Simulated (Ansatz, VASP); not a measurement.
# Cross-check of As4Se3 (As4Se3 (Pnma)) between VASP and Ansatz, part 3 of 3

Aim: how closely do two programs agree when they are given the same cell, functional and k mesh? Of the first pair: The structure shown is the start of the Ansatz relaxation below; VASP solves that cell, so the two are compared at the walk's first step.

VASP 6.6.1 and Ansatz 0.2.0.

So far. Step 3 (VASP: single point, PBEsol, start cell, pair 1): The run ends at a pressure of -0.21 GPa, with forces up to 0.19 eV/Å.

## Step 6: VASP: single point, PBEsol, relaxed cell, pair 2

Level of this step: PBEsol; plane waves and PAW (As, Se) (VASP).

The same cell, functional, mesh and smearing now go to VASP, with its own data sets.

Contents of INCAR:

```
SYSTEM = As4Se3
PREC = Accurate
ENCUT = 500
EDIFF = 1E-06
NELM = 120
ISMEAR = -1
SIGMA = 0.01
LREAL = .FALSE.
ALGO = Normal
GGA = PS
NBANDS = 96
LORBIT = 11
LWAVE = .FALSE.
LCHARG = .FALSE.
ISIF = 2
LASPH = .TRUE.
GGA_COMPAT = .FALSE.
EFERMI = MIDGAP
KPAR = 4
```

Contents of POSCAR:

```
As4Se3
1.0
    9.2625813758      0.0000000000      0.0000000000
    0.0000000000      7.9439192356      0.0000000000
    0.0000000000      0.0000000000     10.2211083417
As Se
16 12
Direct
    0.0295486808      0.2500000000      0.0879278741
    0.5295486808      0.2500000000      0.4120721259
    0.9704513192      0.7500000000      0.9120721259
    0.4704513192      0.7500000000      0.5879278741
    0.1627014846      0.2500000000      0.5681390436
    0.6627014846      0.2500000000      0.9318609564
    0.8372985154      0.7500000000      0.4318609564
    0.3372985154      0.7500000000      0.0681390436
    0.3589042054      0.0918161306      0.2698344366
    0.8589042054      0.4081838694      0.2301655634
    0.6410957946      0.5918161306      0.7301655634
    0.1410957946      0.9081838694      0.7698344366
    0.6410957946      0.9081838694      0.7301655634
    0.1410957946      0.5918161306      0.7698344366
    0.3589042054      0.4081838694      0.2698344366
    0.8589042054      0.0918161306      0.2301655634
    0.1645772509      0.0243400587      0.4120309187
    0.6645772509      0.4756599413      0.0879690813
    0.8354227491      0.5243400587      0.5879690813
    0.3354227491      0.9756599413      0.9120309187
    0.8354227491      0.9756599413      0.5879690813
    0.3354227491      0.5243400587      0.9120309187
    0.1645772509      0.4756599413      0.4120309187
    0.6645772509      0.0243400587      0.0879690813
    0.4157352960      0.2500000000      0.6190557361
    0.9157352960      0.2500000000      0.8809442639
    0.5842647040      0.7500000000      0.3809442639
    0.0842647040      0.7500000000      0.1190557361
```

Contents of KPOINTS:

```
Automatic mesh
0
Gamma
3 4 3
0 0 0
```

The projector-augmented-wave data sets are As and Se (PBE family, release 64).

Command:

```bash
$ mpirun -np 4 vasp_std
```

Numbers of over 12 decimals in the logs are rounded to 6 here.

Output:

```text
[banner, memory and clock lines left out]
running    4 mpi-ranks, on    1 nodes
[...]
[... a notice as in an earlier step ...]

 [... a notice as in an earlier step ...]

 LDA part: xc-table for (Slater+PW92), standard interpolation
 POSCAR, INCAR and KPOINTS ok, starting setup
[...]
entering main loop
       N       E                     dE             d eps       ncg     rms          rms(c)
DAV:   1     0.788882987156E+03    0.78888E+03   -0.58651E+04  2304   0.128E+03
DAV:   2    -0.454686622143E+02   -0.83435E+03   -0.80488E+03  2848   0.208E+02
DAV:   3    -0.126943746943E+03   -0.81475E+02   -0.80359E+02  2664   0.683E+01
DAV:   4    -0.129618160853E+03   -0.26744E+01   -0.26521E+01  3128   0.118E+01
[...]
DAV:  13    -0.128327728468E+03   -0.12092E-04   -0.41445E-05  2920   0.156E-02    0.118E-02
DAV:  14    -0.128327732262E+03   -0.37937E-05   -0.63982E-06  2392   0.664E-03    0.681E-03
DAV:  15    -0.128327732272E+03   -0.10648E-07   -0.25581E-06  2080   0.494E-03
   1 F= -.12832773E+03 E0= -.12832773E+03  d E =0.000000E+00
```

Parts of OUTCAR (step 6):

```text
  Total        1.5868341      1.3037581      1.6012352     -0.0000000      0.0000000      0.0000000
  in kB        3.3804714      2.7774276      3.4111504     -0.0000000      0.0000000      0.0000000
  external PRESSURE =       3.1896831 kB  Pullay stress =       0.0000000 kB

 POSITION                                       TOTAL-FORCE (eV/Angst)
 -----------------------------------------------------------------------------------
      0.27370      1.98598      0.89872         0.093252      0.000000      0.002416
      4.90499      1.98598      4.21183         0.093252      0.000000     -0.002416
      8.98888      5.95794      9.32239        -0.093252     -0.000000     -0.002416
      4.35759      5.95794      6.00927        -0.093252      0.000000      0.002416
      1.50704      1.98598      5.80701        -0.053721      0.000000      0.056713
      6.13833      1.98598      9.52465        -0.053721     -0.000000     -0.056713
      7.75555      5.95794      4.41410         0.053721     -0.000000     -0.056713
      3.12425      5.95794      0.69646         0.053721     -0.000000      0.056713
      3.32438      0.72938      2.75801         0.005418     -0.054503     -0.061230
      7.95567      3.24258      2.35255         0.005418      0.054503      0.061230
      5.93820      4.70134      7.46310        -0.005418     -0.054503      0.061230
      1.30691      7.21454      7.86856        -0.005418      0.054503     -0.061230
      5.93820      7.21454      7.46310        -0.005418      0.054503      0.061230
      1.30691      4.70134      7.86856        -0.005418     -0.054503     -0.061230
[...]
-----------------------------------------------------------------------------------
    total drift:                                0.000000     -0.000000     -0.000000

  FREE ENERGIE OF THE ION-ELECTRON SYSTEM (eV)
  ---------------------------------------------------
  free  energy   TOTEN  =      -128.3277322724 eV

  energy  without entropy=     -128.3277322724  energy(sigma->0) =     -128.32773227

[... 1 part as in an earlier step ...]

[... 2 further parts left out ...]
[key lines of the parts left out:]
E-fermi :   3.0768
```

The run ends at a pressure of 0.32 GPa, with forces up to 0.093 eV/Å.

## Step 7: Side by side

What differs besides the data sets and the points named for the pairs above, as far as they apply: the data sets hold 432 valence electrons in Ansatz (on its default PAW (the set named soft_2) files) and 152 in VASP; the cutoff is 420 eV in Ansatz and 500 eV in VASP; Ansatz's pressure holds a Pulay correction, VASP's none. Total energies have different zeros and are not compared.

Compared:

```csv
quantity,Ansatz,VASP,difference
pressure (GPa),0.00,0.32,-0.32
gap on the k mesh (eV),1.147,1.149,-0.001
```

Forces on 7 of the 28 atoms, those with the largest forces and the largest differences (eV/Å; atoms numbered as in POSCAR):

```csv
atom,"Ansatz x, y, z","VASP x, y, z"
As1,"0.005, 0.000, 0.005","0.093, 0.000, 0.002"
As2,"0.005, 0.000, -0.005","0.093, 0.000, -0.002"
As3,"-0.005, 0.000, -0.005","-0.093, 0.000, -0.002"
As4,"-0.005, 0.000, 0.005","-0.093, 0.000, 0.002"
As10,"-0.004, -0.001, 0.000","0.005, 0.055, 0.061"
As11,"0.004, 0.001, 0.000","-0.005, -0.055, 0.061"
As12,"0.004, -0.001, 0.000","-0.005, 0.055, -0.061"
```

The forces differ by 43 meV/Å r.m.s., where the r.m.s. force is 0.004 eV/Å in Ansatz and 0.044 eV/Å in VASP: the atoms lie near their places of rest in Ansatz, so a percentage would say little (all taken over all components). A gap on the mesh is an upper bound, since the band edges may lie between its points.

## Step 8: Outcome

* r.m.s. force difference (single point, PBEsol, start cell, pair 1): 46 meV/Å
* r.m.s. force difference (single point, PBEsol, relaxed cell, pair 2): 43 meV/Å

**Reading.** The r.m.s. force difference is 46 meV/Å (single point, PBEsol, start cell, pair 1), beyond the 12 meV/Å picked in this series as the mark of a large difference. The data sets hold unlike numbers of valence electrons (432 in Ansatz and 152 in VASP), so part of the differences comes from the potentials. What causes the difference of the single point, PBEsol, start cell, pair 1 pair stays open here. What causes the difference of the single point, PBEsol, relaxed cell, pair 2 pair stays open here. Such differences can come from data sets, numerical settings and the points named under the comparisons, not from the functional's error against experiment.

[Lines on the potential files, build, host, timing and source positions are cut from VASP's logs without a mark.]

[Logs are printed without paths, hosts, clocks, repeated set-up lines and the standing remarks that a program may print on its own settings, such as how far it seeks lower states.]

[Hosts, paths, dates, database ids (printed as entryN), source tags and the programs' standing remarks are cut or masked in the printed files.]
